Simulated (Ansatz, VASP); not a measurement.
# Cross-check of Cu3Ge between VASP and Ansatz

Wanted: the spread between two codes on one cell, functional and k mesh. The cell is taken from a series of runs on this material, whose earlier steps may have relaxed, scaled, displaced or heated it; both programs get it as it stands.

Program: Ansatz 0.2.0. Level of theory: plane waves, with VASP 6.6.1 beside it; single point at r2SCAN. Results are calculated unless marked as measured.

**1. Set-up**

It takes space group Pmmn (No. 59, orthorhombic). Conventional cell: a = 4.171 Å, b = 5.211 Å, c = 4.541 Å, α = 90.00°, β = 90.00°, γ = 90.00°. Nearest to Ge lie 12 Cu at 2.56 to 2.67 Å. Nearest to Cu lie 8 Cu at 2.56 to 2.62 Å and 4 Ge at 2.56 to 2.67 Å. Cu has 8 Cu at 2.59 to 2.62 Å and 4 Ge at 2.59 to 2.61 Å nearest. Farther neighbours are not listed.

Structure file:

```
Ge Cu
1.0
     4.17077    0.00000    0.00000
     0.00000    5.21103    0.00000
     0.00000    0.00000    4.54116
Ge Cu
2 6
Direct
  0.00000 0.00000 0.17514
  0.50000 0.50000 0.82486
  0.00000 0.74831 0.66290
  0.00000 0.25169 0.66290
  0.50000 0.75169 0.33710
  0.50000 0.24831 0.33710
  0.50000 0.00000 0.83669
  0.00000 0.50000 0.16331
```

**2. VASP: single point, r2SCAN**

With cell and atoms fixed, the geometry can't cause a difference; cores, projectors, grids and the points listed under the comparison can.

Lines of VASP's logs that name or quote its potential files are left out, and so is its time.

Input file INCAR:

```
SYSTEM = Cu3Ge
PREC = Accurate
ENCUT = 660
EDIFF = 1E-06
NELM = 120
ISMEAR = -1
SIGMA = 0.05
LREAL = .FALSE.
ALGO = Normal
METAGGA = R2SCAN
LASPH = .TRUE.
NBANDS = 58
LORBIT = 11
LWAVE = .FALSE.
LCHARG = .FALSE.
ISIF = 2
GGA_COMPAT = .FALSE.
LMIXTAU = .TRUE.
KPAR = 2
```

Input file POSCAR:

```
Cu3Ge
1.0
    4.1707672000      0.0000000000      0.0000000000
    0.0000000000      5.2110283400      0.0000000000
    0.0000000000      0.0000000000      4.5411592600
Ge Cu
2 6
Direct
    0.0000000000      0.0000000000      0.1751426000
    0.5000000000      0.5000000000      0.8248574000
    0.0000000000      0.7483110200      0.6629009700
    0.0000000000      0.2516889800      0.6629009700
    0.5000000000      0.7516889800      0.3370990300
    0.5000000000      0.2483110200      0.3370990300
    0.5000000000      0.0000000000      0.8366882800
    0.0000000000      0.5000000000      0.1633117200
```

Input file KPOINTS:

```
Automatic mesh
0
Gamma
8 8 8
0 0 0
```

PAW data sets: Ge_d and Cu (PBE family, release 64).

Run with:

```console
$ mpirun -np 2 vasp_std
```

Numbers of over 12 decimals in the logs are rounded to 6 here.

The program printed:

```text
[banner, memory and clock lines left out]
running    2 mpi-ranks, on    1 nodes
 distrk:  each k-point on    1 cores,    2 groups
 distr:  one band on    1 cores,    1 groups

 POSCAR found type information on POSCAR GeCu
 POSCAR found :  2 types and       8 ions
|                                                                             |
|               ----> ADVICE to this user running VASP <----                  |
|                                                                             |
|     You enforced a specific xc type in the INCAR file but a different       |
|     [... a line on the potential file left out ...]
|     I HOPE YOU KNOW WHAT YOU ARE DOING!                                     |
|                                                                             |

 LDA part: xc-table for (None), standard interpolation
 POSCAR, INCAR and KPOINTS ok, starting setup
 FFT: planning ... GRIDC
 FFT: planning ... GRID_SOFT
 FFT: planning ... GRID
 WAVECAR not read
 entering main loop
       N       E                     dE             d eps       ncg     rms          rms(c)
DAV:   1     0.107295105427E+04    0.10730E+04   -0.45431E+04 15528   0.465E+03
DAV:   2     0.149397089007E+03   -0.92355E+03   -0.87913E+03 14500   0.998E+02
DAV:   3    -0.924762174804E+02   -0.24187E+03   -0.23105E+03 14500   0.338E+02
DAV:   4    -0.110551268961E+03   -0.18075E+02   -0.17705E+02 17186   0.119E+02
DAV:   5    -0.111049566404E+03   -0.49830E+00   -0.49641E+00 18510   0.213E+01    0.205E+01
DAV:   6    -0.996846907464E+02    0.11365E+02   -0.93720E+01 16456   0.148E+02    0.139E+01
DAV:   7    -0.925441039104E+02    0.71406E+01   -0.18038E+01 16398   0.687E+01    0.231E+00
DAV:   8    -0.927062891049E+02   -0.16219E+00   -0.26745E+00 19286   0.216E+01    0.268E+00
DAV:   9    -0.926126966710E+02    0.93592E-01   -0.35534E-01 19230   0.127E+01    0.194E+00
DAV:  10    -0.926097153065E+02    0.29814E-02   -0.69708E-02 18762   0.521E+00    0.120E+00
DAV:  11    -0.926407181075E+02   -0.31003E-01   -0.19401E-01 18770   0.498E+00    0.180E-01
DAV:  12    -0.926329413638E+02    0.77767E-02   -0.28529E-02 17684   0.161E+00    0.276E-01
DAV:  13    -0.926420370248E+02   -0.90957E-02   -0.26479E-02 18200   0.178E+00    0.958E-02
DAV:  14    -0.926428112395E+02   -0.77421E-03   -0.14229E-03 19054   0.438E-01    0.659E-02
DAV:  15    -0.926428410332E+02   -0.29794E-04   -0.14062E-04 19206   0.192E-01    0.320E-02
DAV:  16    -0.926429294032E+02   -0.88370E-04   -0.25809E-04 18600   0.186E-01    0.755E-03
DAV:  17    -0.926429297214E+02   -0.31821E-06   -0.16492E-05 17630   0.409E-02    0.441E-03
DAV:  18    -0.926429288925E+02    0.82893E-06   -0.12689E-06 10422   0.151E-02
   1 F= -.92642929E+02 E0= -.92633348E+02  d E =-.191624E-01
```

Parts of OUTCAR (step 2):

```text
ion  position               nearest neighbor table
   1  0.000  0.000  0.175-   5 2.56   6 2.56   5 2.56   6 2.56   3 2.57   4 2.57   7 2.59   7 2.59
                             8 2.61   8 2.61   3 2.67   4 2.67
   2  0.500  0.500  0.825-   3 2.56   4 2.56   3 2.56   4 2.56   5 2.57   6 2.57   8 2.59   8 2.59
                             7 2.61   7 2.61   5 2.67   6 2.67
   3  0.000  0.748  0.663-   5 2.56   5 2.56   2 2.56   2 2.56   1 2.57   7 2.59   7 2.59   4 2.59
                             8 2.61   8 2.62   4 2.62   1 2.67
   4  0.000  0.252  0.663-   6 2.56   6 2.56   2 2.56   2 2.56   1 2.57   7 2.59   7 2.59   3 2.59
                             8 2.61   8 2.62   3 2.62   1 2.67
   5  0.500  0.752  0.337-   3 2.56   3 2.56   1 2.56   1 2.56   2 2.57   8 2.59   8 2.59   6 2.59
                             7 2.61   7 2.62   6 2.62   2 2.67
   6  0.500  0.248  0.337-   4 2.56   4 2.56   1 2.56   1 2.56   2 2.57   8 2.59   8 2.59   5 2.59
                             7 2.61   7 2.62   5 2.62   2 2.67
   7  0.500  0.000  0.837-   3 2.59   4 2.59   3 2.59   4 2.59   1 2.59   1 2.59   2 2.61   2 2.61
                             5 2.61   6 2.61   5 2.62   6 2.62
   8  0.000  0.500  0.163-   5 2.59   6 2.59   5 2.59   6 2.59   2 2.59   2 2.59   1 2.61   1 2.61
                             3 2.61   4 2.61   3 2.62   4 2.62

  LATTYP: Found a simple orthorhombic cell.
 ALAT       =     4.1707672000
 B/A-ratio  =     1.0888066972
 C/A-ratio  =     1.2494172151

 Subroutine GETGRP returns: Found  8 space group operations
 (whereof  4 operations were pure point group operations)

The static configuration has the point symmetry C_2v.
 The point group associated with its full space group is D_2h.

 Found    125 irreducible k-points:

   k-points           NKPTS =    125   k-points in BZ     NKDIM =    125   number of bands    NBANDS=     58

   dimension x,y,z NGX =    36 NGY =   48 NGZ =   40
   dimension x,y,z NGXF=    72 NGYF=   96 NGZF=   80

   ENCUT  =  660.0 eV  48.51 Ry    6.96 a.u.   8.74 10.92  9.51*2*pi/ulx,y,z

   NELECT =      94.0000    total number of electrons

 k-points in reciprocal lattice and weights: Automatic mesh
   0.00000000  0.00000000  0.00000000       0.002
   0.12500000  0.00000000  0.00000000       0.004
   0.25000000  0.00000000  0.00000000       0.004
   0.37500000  0.00000000  0.00000000       0.004
   0.50000000  0.00000000  0.00000000       0.002
   0.00000000  0.12500000  0.00000000       0.004
   0.12500000  0.12500000  0.00000000       0.008
   0.25000000  0.12500000  0.00000000       0.008
   0.37500000  0.12500000  0.00000000       0.008
[...]
0.37500000  0.50000000  0.50000000       0.004
   0.50000000  0.50000000  0.50000000       0.002

 average (electrostatic) potential at core
       1 -75.8859       2 -75.8859       3 -68.6807       4 -68.6807       5 -68.6807
       6 -68.6807       7 -68.6564       8 -68.6564

 E-fermi :   8.5533

 k-point     1 :       0.0000    0.0000    0.0000
  band No.  band energies     occupation
    ...
     42       6.1535      2.00000
     43       6.2182      2.00000
     44       6.4895      2.00000
     45       6.8816      2.00000
     46       7.6605      2.00000
     47       9.3062      0.00000
     48      10.1082      0.00000
     49      10.1729      0.00000
     50      11.0251      0.00000
     51      11.1109      0.00000
    ...

 k-point     2 :       0.1250    0.0000    0.0000
  band No.  band energies     occupation
    ...
     42       6.1087      2.00000
     43       6.2377      2.00000
     44       6.4021      2.00000
     45       6.9240      2.00000
     46       7.6241      2.00000
     47       9.5941      0.00000
     48       9.7350      0.00000
     49       9.9330      0.00000
     50      10.7986      0.00000
     51      11.3903      0.00000
    ...

 k-point     3 :       0.2500    0.0000    0.0000
  band No.  band energies     occupation
    ...
     43       6.1302      2.00000
     44       6.2647      2.00000
     45       7.0098      2.00000
     46       7.4498      2.00000
     47       8.5479      1.05362
     48       8.7771      0.02247
     49      10.4415      0.00000
     50      10.7660      0.00000
     51      12.5512      0.00000
     52      13.0290      0.00000
    ...

  Total        0.2795843      0.6460088      0.1631243      0.0000000      0.0000000      0.0000000
  in kB        4.5385513     10.4867984      2.6480320      0.0000000      0.0000000      0.0000000
  external PRESSURE =       5.8911272 kB  Pullay stress =       0.0000000 kB

  energy-cutoff  :      660.00
  volume of cell :       98.70
      direct lattice vectors                 reciprocal lattice vectors
     4.170767200  0.000000000  0.000000000     0.239764041  0.000000000  0.000000000
     0.000000000  5.211028340  0.000000000     0.000000000  0.191900703  0.000000000
     0.000000000  0.000000000  4.541159260     0.000000000  0.000000000  0.220208088

 POSITION                                       TOTAL-FORCE (eV/Angst)
 -----------------------------------------------------------------------------------
      0.00000      0.00000      0.79535         0.000000      0.000000     -0.010023
      2.08538      2.60551      3.74581         0.000000      0.000000      0.010023
      0.00000      3.89947      3.01034         0.000000      0.018444      0.000106
      0.00000      1.31156      3.01034         0.000000     -0.018444      0.000106
      2.08538      3.91707      1.53082        -0.000000     -0.018444     -0.000106
      2.08538      1.29396      1.53082        -0.000000      0.018444     -0.000106
      2.08538      0.00000      3.79953         0.000000      0.000000     -0.019399
      0.00000      2.60551      0.74162         0.000000      0.000000      0.019399
 -----------------------------------------------------------------------------------
    total drift:                                0.000000      0.000000      0.000000

  FREE ENERGIE OF THE ION-ELECTRON SYSTEM (eV)
  ---------------------------------------------------
  free  energy   TOTEN  =       -92.6429288925 eV

  energy  without entropy=      -92.6237664810  energy(sigma->0) =      -92.63334769

 total charge
# of ion       s       p       d       tot
------------------------------------------
    1        1.085   1.234  10.072  12.392
    2        1.085   1.234  10.072  12.392
    3        0.428   0.436   9.212  10.076
    4        0.428   0.436   9.212  10.076
    5        0.428   0.436   9.212  10.076
    6        0.428   0.436   9.212  10.076
    7        0.424   0.427   9.215  10.066
    8        0.424   0.427   9.215  10.066
--------------------------------------------------
tot          4.731   5.066  75.424  85.221

[... 3 further parts left out ...]
```

The run ends at a pressure of 0.59 GPa, with forces up to 0.019 eV/Å.

(Continued in part 2 of 2.)

[Lines on the potential files, build, host, timing and source positions are cut from VASP's logs without a mark.]

[Logs are printed without paths, hosts, clocks, repeated set-up lines and the standing remarks that a program may print on its own settings, such as how far it seeks lower states.]

[Hosts, paths, dates, database ids (printed as entryN), source tags and the programs' standing remarks are cut or masked in the printed files.]
